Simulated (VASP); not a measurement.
```yaml
crystal:
  lattice:
    - [2.30352, -3.98981, 0.00000]
    - [2.30352, 3.98981, 0.00000]
    - [0.00000, 0.00000, 7.49112]
  atoms:
    - { symbol: Mg, position: [0.66667, 0.33333, 0.49976] }
    - { symbol: Mg, position: [0.33333, 0.66667, 0.99976] }
    - { symbol: Te, position: [0.66667, 0.33333, 0.87624] }
    - { symbol: Te, position: [0.33333, 0.66667, 0.37624] }
```

The numbers are results of PW91 GGA, VASP's PBE PAW potentials (set 64) (plane waves; VASP), not measurements. Run with 520 eV cut-off, 6×6×4 Γ-centred mesh, tetrahedra with Blöchl corrections, potentials Mg Te.

Unless said otherwise, spin-orbit coupling is left out, though it shifts the bands of the heavy elements here.

Estimate the energy per atom (σ→0), band gap (on the k-mesh) with the smallest direct gap where there is one.

```yaml
band gap (on the k-mesh): 2.38 eV
smallest direct gap (on the k-mesh): 2.38 eV
energy per atom (σ→0): -3.231 eV/atom
```

The compound is MgTe in the wurtzite structure. It was relaxed first.
